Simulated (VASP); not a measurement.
Data:

```xyz
2
Lattice="0.0000 2.3002 2.3002 2.3002 0.0000 2.3002 2.3002 2.3002 0.0000" Properties=species:S:1:pos:R:3 pbc="T T T"
Hf     0.0000     0.0000     0.0000
C      2.3002     2.3002     2.3002
```

Level of theory: PBE GGA, VASP's PBE PAW potentials (set 64) (plane waves; VASP). Settings: 520 eV cut-off, 14×14×14 Γ-centred mesh, first-order Methfessel-Paxton smearing of 0.10 eV, potentials Hf_pv C.

Give the stress tensor in GPa (positive for a compressed cell).

```
7.69  0.00  0.00
0.00  7.69  0.00
0.00  0.00  7.69
```
The pressure is its mean diagonal, 7.69 GPa.

The compound is HfC in the rock salt structure. This cell is one point of a volume scan, at 0.97 of the reference volume.
